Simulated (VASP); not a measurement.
Given:

```xyz
4
Lattice="3.5265 0.0000 0.0000 0.0000 3.5265 0.0000 0.0000 0.0000 3.5265" Properties=species:S:1:pos:R:3 pbc="T T T"
Si     0.0000     0.0000     0.0000
Ni     0.0000     1.7632     1.7632
Ni     1.7632     0.0000     1.7632
Ni     1.7632     1.7632     0.0000
```

Level of theory: revPBE GGA, VASP's PBE PAW potentials (set 64) (plane waves; VASP). Run with 520 eV cut-off, Gaussian smearing of 0.050 eV, potentials Si Ni.

Problem. Give the energies of bands 7 to 20 at the high-symmetry points, in eV from the Fermi level.

Solution. 
```json
[
 {"band": "7", "Γ": "-3.41", "X": "-2.78", "M": "-2.61", "R": "-3.65"},
 {"band": "8", "Γ": "-1.48", "X": "-2.10", "M": "-2.61", "R": "-2.12"},
 {"band": "9", "Γ": "-1.48", "X": "-2.10", "M": "-2.01", "R": "-2.12"},
 {"band": "10", "Γ": "-1.48", "X": "-1.98", "M": "-2.01", "R": "-2.12"},
 {"band": "11", "Γ": "-0.85", "X": "-1.87", "M": "-1.47", "R": "-1.38"},
 {"band": "12", "Γ": "-0.85", "X": "-1.25", "M": "-1.37", "R": "-1.38"},
 {"band": "13", "Γ": "-0.85", "X": "-1.25", "M": "-1.37", "R": "-1.38"},
 {"band": "14", "Γ": "-0.58", "X": "-1.23", "M": "-1.36", "R": "-1.19"},
 {"band": "15", "Γ": "-0.58", "X": "-1.09", "M": "-1.06", "R": "-1.19"},
 {"band": "16", "Γ": "-0.27", "X": "-0.52", "M": "-0.97", "R": "-0.33"},
 {"band": "17", "Γ": "0.06", "X": "0.06", "M": "-0.89", "R": "-0.18"},
 {"band": "18", "Γ": "0.06", "X": "3.55", "M": "0.66", "R": "-0.18"},
 {"band": "19", "Γ": "0.06", "X": "3.55", "M": "0.66", "R": "-0.18"},
 {"band": "20", "Γ": "4.73", "X": "5.13", "M": "5.50", "R": "1.17"}
]
```

It has no gap at this level: it comes out as a metal or semimetal.

The compound is Ni3Si in the L1_2 structure. It was relaxed first. The run is not spin-polarised, so no magnetic state was tried.
